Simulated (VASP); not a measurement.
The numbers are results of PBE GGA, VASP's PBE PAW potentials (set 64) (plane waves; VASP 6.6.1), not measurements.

Input for VASP

INCAR:
```
! general
SYSTEM =Ti16Si
PREC   =Normal
ENCUT  =400
LREAL  =.FALSE.   ! projection in real space or not
LASPH  =.TRUE.

! electronic loop
EDIFF  =1E-5
NELM   =100   ! most electronic steps
NELMIN =4
ALGO   =Normal   ! blocked Davidson
LMAXMIX=4   ! l cut-off of mixed one-centre charges

! smearing
ISMEAR =1   ! Methfessel-Paxton
SIGMA  =0.1   ! width (eV)

! functional
GGA    =PE   ! PBE

! ions
IBRION =2   ! conjugate gradients
NSW    =50
ISIF   =2
EDIFFG =-0.03

! output
LWAVE  =.TRUE.
LCHARG =.FALSE.

! other
LDIPOL =.TRUE.
IDIPOL =3
DIPOL  =0.5 0.5 0.5
```

### POSCAR
```
Ti16Si
1.0
  5.8437788940   0.0000000000   0.0000000000
  2.9218894470   5.0608610929   0.0000000000
  0.0000000000   0.0000000000  20.8060005461
Ti Si
16 1
Cartesian
 -0.0000029219   1.6869520107   6.9287310779
  2.9218865251   1.6869520107   6.9287310779
  1.4609418016   4.2173825571   6.9287310779
  4.3828312486   4.2173825571   6.9287310779
  0.0000000000   0.0000000000   9.2449174767
  2.9218894470   0.0000000000   9.2449174767
  1.4609447235   2.5304305464   9.2449174767
  4.3828341705   2.5304305464   9.2449174767
 -0.0000029219   1.6869520107  11.5610830694
  2.9218865251   1.6869520107  11.5610830694
  1.4609418016   4.2173825571  11.5610830694
  4.3828312486   4.2173825571  11.5610830694
  0.0000000000   0.0000000000  13.8772694682
  2.9218894470   0.0000000000  13.8772694682
  1.4609447235   2.5304305464  13.8772694682
  4.3828341705   2.5304305464  13.8772694682
  1.4609476454   0.8434785358  15.4867176405
```

KPOINTS:
```
kpoints
0
G
5 5 1
0 0 0
```

POTCAR, in this order: Ti Si (PBE.64 set). Program: vasp_std.

Output

OSZICAR:
```
...
DAV:   4    -0.122670782345E+03    0.13165E-03   -0.18204E-03   724   0.168E-01    0.434E-02
DAV:   5    -0.122670793455E+03   -0.11111E-04   -0.45460E-04   708   0.917E-02    0.424E-02
DAV:   6    -0.122670778450E+03    0.15006E-04   -0.46565E-04   676   0.884E-02    0.216E-02
DAV:   7    -0.122670779066E+03   -0.61647E-06   -0.16422E-04   660   0.544E-02    0.222E-02
DAV:   8    -0.122670771559E+03    0.75076E-05   -0.65325E-05   532   0.333E-02
   6 F= -.12267077E+03 E0= -.12266947E+03  d E =-.185020E+00
       N       E                     dE             d eps       ncg     rms          rms(c)
DAV:   1    -0.122685415381E+03   -0.14636E-01   -0.86089E-01   430   0.341E+00    0.328E-01
DAV:   2    -0.122698126665E+03   -0.12711E-01   -0.14407E-01   668   0.147E+00    0.815E-01
DAV:   3    -0.122685688608E+03    0.12438E-01   -0.10813E-01   700   0.135E+00    0.228E-01
DAV:   4    -0.122693063674E+03   -0.73751E-02   -0.57517E-02   732   0.946E-01    0.590E-01
DAV:   5    -0.122686010881E+03    0.70528E-02   -0.53089E-02   780   0.924E-01    0.242E-01
DAV:   6    -0.122685085019E+03    0.92586E-03   -0.13918E-02   676   0.423E-01    0.110E-01
DAV:   7    -0.122685055238E+03    0.29780E-04   -0.35640E-03   676   0.230E-01    0.906E-02
DAV:   8    -0.122684905874E+03    0.14936E-03   -0.16155E-03   668   0.159E-01    0.285E-02
DAV:   9    -0.122684905755E+03    0.11913E-06   -0.18913E-04   668   0.493E-02    0.239E-02
DAV:  10    -0.122684900227E+03    0.55273E-05   -0.11233E-04   596   0.414E-02    0.168E-02
DAV:  11    -0.122684896126E+03    0.41018E-05   -0.20787E-05   364   0.197E-02
   7 F= -.12268490E+03 E0= -.12268359E+03  d E =-.141246E-01
       N       E                     dE             d eps       ncg     rms          rms(c)
DAV:   1    -0.122687701009E+03   -0.28008E-02   -0.35111E-01   430   0.218E+00    0.214E-01
DAV:   2    -0.122693952570E+03   -0.62516E-02   -0.67616E-02   684   0.964E-01    0.594E-01
DAV:   3    -0.122689958438E+03    0.39941E-02   -0.65040E-02   700   0.887E-01    0.330E-01
DAV:   4    -0.122688167398E+03    0.17910E-02   -0.24351E-02   796   0.658E-01    0.173E-01
DAV:   5    -0.122687976444E+03    0.19095E-03   -0.94141E-03   700   0.412E-01    0.166E-01
DAV:   6    -0.122687495420E+03    0.48102E-03   -0.53005E-03   633   0.282E-01    0.543E-02
DAV:   7    -0.122687533510E+03   -0.38090E-04   -0.13923E-03   668   0.142E-01    0.674E-02
DAV:   8    -0.122687456404E+03    0.77105E-04   -0.78933E-04   652   0.110E-01    0.161E-02
DAV:   9    -0.122687459111E+03   -0.27070E-05   -0.95868E-05   580   0.368E-02
   8 F= -.12268746E+03 E0= -.12268622E+03  d E =-.166876E-01
       N       E                     dE             d eps       ncg     rms          rms(c)
DAV:   1    -0.122696375530E+03   -0.89191E-02   -0.66232E-01   430   0.308E+00    0.306E-01
DAV:   2    -0.122754691301E+03   -0.58316E-01   -0.43712E-01   724   0.237E+00    0.168E+00
DAV:   3    -0.122710091182E+03    0.44600E-01   -0.57389E-01   812   0.271E+00    0.822E-01
DAV:   4    -0.122695161352E+03    0.14930E-01   -0.10916E-01   764   0.134E+00    0.202E-01
DAV:   5    -0.122695311490E+03   -0.15014E-03   -0.11772E-02   676   0.510E-01    0.160E-01
DAV:   6    -0.122694838280E+03    0.47321E-03   -0.44727E-03   676   0.286E-01    0.602E-02
DAV:   7    -0.122694929459E+03   -0.91179E-04   -0.28346E-03   684   0.210E-01    0.927E-02
DAV:   8    -0.122694762631E+03    0.16683E-03   -0.14820E-03   668   0.152E-01    0.237E-02
DAV:   9    -0.122694765943E+03   -0.33116E-05   -0.19216E-04   684   0.546E-02    0.223E-02
DAV:  10    -0.122694762831E+03    0.31118E-05   -0.10718E-04   636   0.407E-02    0.146E-02
DAV:  11    -0.122694760597E+03    0.22342E-05   -0.25694E-05   420   0.247E-02
   9 F= -.12269476E+03 E0= -.12269346E+03  d E =-.730149E-02
       N       E                     dE             d eps       ncg     rms          rms(c)
DAV:   1    -0.122703368691E+03   -0.86059E-02   -0.19401E+00   430   0.526E+00    0.537E-01
DAV:   2    -0.122877713844E+03   -0.17435E+00   -0.13753E+00   724   0.418E+00    0.291E+00
DAV:   3    -0.122746694505E+03    0.13102E+00   -0.17676E+00   796   0.480E+00    0.152E+00
DAV:   4    -0.122699963602E+03    0.46731E-01   -0.36497E-01   772   0.240E+00    0.386E-01
DAV:   5    -0.122699575427E+03    0.38818E-03   -0.37440E-02   676   0.923E-01    0.261E-01
DAV:   6    -0.122698385321E+03    0.11901E-02   -0.11041E-02   668   0.435E-01    0.105E-01
DAV:   7    -0.122698738690E+03   -0.35337E-03   -0.87656E-03   676   0.359E-01    0.170E-01
DAV:   8    -0.122698179748E+03    0.55894E-03   -0.50422E-03   665   0.283E-01    0.434E-02
DAV:   9    -0.122698183697E+03   -0.39492E-05   -0.62761E-04   708   0.979E-02    0.377E-02
DAV:  10    -0.122698172603E+03    0.11094E-04   -0.29848E-04   692   0.653E-02    0.229E-02
DAV:  11    -0.122698170406E+03    0.21967E-05   -0.10512E-04   620   0.429E-02    0.167E-02
DAV:  12    -0.122698167368E+03    0.30379E-05   -0.32875E-05   420   0.252E-02
  10 F= -.12269817E+03 E0= -.12269692E+03  d E =-.107083E-01
       N       E                     dE             d eps       ncg     rms          rms(c)
DAV:   1    -0.122698633465E+03   -0.46306E-03   -0.80367E-02   430   0.107E+00    0.111E-01
DAV:   2    -0.122707198486E+03   -0.85650E-02   -0.60759E-02   724   0.882E-01    0.653E-01
DAV:   3    -0.122700497653E+03    0.67008E-02   -0.73156E-02   812   0.101E+00    0.291E-01
DAV:   4    -0.122698455313E+03    0.20423E-02   -0.12928E-02   772   0.484E-01    0.701E-02
DAV:   5    -0.122698497257E+03   -0.41944E-04   -0.13627E-03   676   0.170E-01    0.601E-02
DAV:   6    -0.122698440855E+03    0.56403E-04   -0.74927E-04   676   0.116E-01    0.246E-02
DAV:   7    -0.122698441933E+03   -0.10787E-05   -0.27490E-04   676   0.720E-02    0.256E-02
DAV:   8    -0.122698430568E+03    0.11366E-04   -0.13245E-04   620   0.443E-02    0.881E-03
DAV:   9    -0.122698430186E+03    0.38154E-06   -0.13848E-05   308   0.178E-02
  11 F= -.12269843E+03 E0= -.12269715E+03  d E =-.109711E-01
       N       E                     dE             d eps       ncg     rms          rms(c)
DAV:   1    -0.122700883426E+03   -0.24529E-02   -0.27800E-01   430   0.199E+00    0.157E-01
DAV:   2    -0.122705896023E+03   -0.50126E-02   -0.42261E-02   764   0.928E-01    0.442E-01
DAV:   3    -0.122703888111E+03    0.20079E-02   -0.60707E-02   812   0.106E+00    0.393E-01
DAV:   4    -0.122700778119E+03    0.31100E-02   -0.22062E-02   748   0.525E-01    0.117E-01
DAV:   5    -0.122700894491E+03   -0.11637E-03   -0.39030E-03   692   0.244E-01    0.141E-01
DAV:   6    -0.122700622270E+03    0.27222E-03   -0.34313E-03   665   0.219E-01    0.467E-02
DAV:   7    -0.122700617263E+03    0.50070E-05   -0.60412E-04   668   0.102E-01    0.359E-02
DAV:   8    -0.122700598277E+03    0.18986E-04   -0.35409E-04   660   0.764E-02    0.176E-02
DAV:   9    -0.122700593934E+03    0.43429E-05   -0.51856E-05   484   0.293E-02
  12 F= -.12270059E+03 E0= -.12269933E+03  d E =-.216375E-02
       N       E                     dE             d eps       ncg     rms          rms(c)
DAV:   1    -0.122701058966E+03   -0.46069E-03   -0.98612E-02   430   0.118E+00    0.946E-02
DAV:   2    -0.122702665976E+03   -0.16070E-02   -0.14237E-02   724   0.537E-01    0.254E-01
DAV:   3    -0.122702092758E+03    0.57322E-03   -0.20168E-02   812   0.618E-01    0.227E-01
DAV:   4    -0.122701029206E+03    0.10636E-02   -0.74699E-03   740   0.312E-01    0.705E-02
DAV:   5    -0.122701068979E+03   -0.39773E-04   -0.14147E-03   692   0.145E-01    0.855E-02
DAV:   6    -0.122700971814E+03    0.97165E-04   -0.12152E-03   657   0.130E-01    0.276E-02
DAV:   7    -0.122700971955E+03   -0.14157E-06   -0.21893E-04   652   0.615E-02    0.217E-02
DAV:   8    -0.122700965592E+03    0.63631E-05   -0.13684E-04   628   0.482E-02    0.113E-02
DAV:   9    -0.122700963461E+03    0.21317E-05   -0.15678E-05   324   0.190E-02
  13 F= -.12270096E+03 E0= -.12269973E+03  d E =-.253327E-02
```

OUTCAR:
```
------------------------ aborting loop because EDIFF is reached ----------------------------------------
  FORCE on cell =-STRESS in cart. coord.  units (eV):
  Direction    XX          YY          ZZ          XY          YZ          ZX
  --------------------------------------------------------------------------------------
  Total       -1.1058670     -1.1058671     -0.3432095      0.0000000      0.0000000      0.0000000
  in kB       -2.8794311     -2.8794313     -0.8936410      0.0000000      0.0000000      0.0000000
  external PRESSURE =      -2.2175011 kB  Pullay stress =       0.0000000 kB
  volume of cell :      615.33
      direct lattice vectors                 reciprocal lattice vectors
     5.843778894  0.000000000  0.000000000     0.171122149 -0.098797416  0.000000000
     2.921889447  5.060861093  0.000000000     0.000000000  0.197594833  0.000000000
     0.000000000  0.000000000 20.806000546     0.000000000  0.000000000  0.048063057
 POSITION                                       TOTAL-FORCE (eV/Angst)
 -----------------------------------------------------------------------------------
      5.84723      1.68496      7.02520        -0.000176      0.000102      0.010861
      2.91843      1.68496      7.02520         0.000176      0.000102      0.010861
      7.30472      4.21738      7.02326        -0.000000      0.000000     -0.015344
      4.38283      4.22137      7.02520        -0.000000     -0.000203      0.010861
      8.76457      5.06023      9.15651         0.009405      0.005430      0.008646
      5.84488      5.06023      9.15651        -0.009405      0.005430      0.008646
      7.30472      2.53170      9.15651        -0.000000     -0.010860      0.008646
      4.38283      2.53043      9.18080        -0.000000      0.000000      0.020230
      5.79560      1.71477     11.60840         0.004706     -0.002717     -0.002897
      2.97006      1.71477     11.60840        -0.004706     -0.002717     -0.002897
      7.30472      4.21738     11.53966        -0.000000      0.000000     -0.026857
      4.38283      4.16175     11.60840        -0.000000      0.005434     -0.002897
      0.02281      0.01317     13.73686        -0.017276     -0.009974      0.001314
      2.89908      0.01317     13.73686         0.017276     -0.009974      0.001314
      1.46094      2.50409     13.73686        -0.000000      0.019948      0.001314
      4.38283      2.53043     13.96578        -0.000000      0.000000     -0.003569
      1.46095      0.84348     15.64432        -0.000000      0.000000     -0.028234
 -----------------------------------------------------------------------------------
    total drift:                               -0.000645     -0.000373     -0.001041
  FREE ENERGIE OF THE ION-ELECTRON SYSTEM (eV)
  ---------------------------------------------------
  free  energy   TOTEN  =      -122.7009634606 eV

  energy  without entropy=     -122.6972576823  energy(sigma->0) =     -122.69972820

 reached required accuracy - stopping structural energy minimisation
```
(Selected blocks of OUTCAR.)

CONTCAR:
```
Ti16Si
   1.00000000000000
     5.8437788939999997    0.0000000000000000    0.0000000000000000
     2.9218894469999999    5.0608610928999997    0.0000000000000000
     0.0000000000000000    0.0000000000000000   20.8060005461000017
  Ti              Si
    16     1
Direct
     0.8341215671559531    0.3329387164220283    0.3376524149772923
     0.3329387164220283    0.3329387164220283    0.3376524149772923
     0.8333330000000032    0.8333330000000032    0.3375594150500397
     0.3329387164220283    0.8341215671559531    0.3376524149772923
     0.9998747485371372    0.9998747485371372    0.4400897364186220
     0.5002505029257257    0.9998747485371372    0.4400897364186220
     0.9998747485371372    0.5002505029257257    0.4400897364186220
     0.5000000000000000    0.5000000000000000    0.4412574306123971
     0.8223407865507799    0.3388291067246149    0.5579352517121156
     0.3388291067246149    0.3388291067246149    0.5579352517121156
     0.8333330000000032    0.8333330000000032    0.5546315622895657
     0.3388291067246149    0.8223407865507799    0.5579352517121156
     0.0026025471856822    0.0026025471856822    0.6602353967676383
     0.4947949056286357    0.0026025471856822    0.6602353967676383
     0.0026025471856822    0.4947949056286357    0.6602353967676383
     0.5000000000000000    0.5000000000000000    0.6712382286519984
     0.1666669999999968    0.1666669999999968    0.7519139637689907
```

The cell is a thin slab with vacuum, built from Ti (hcp): (001) face, Si adsorbed.
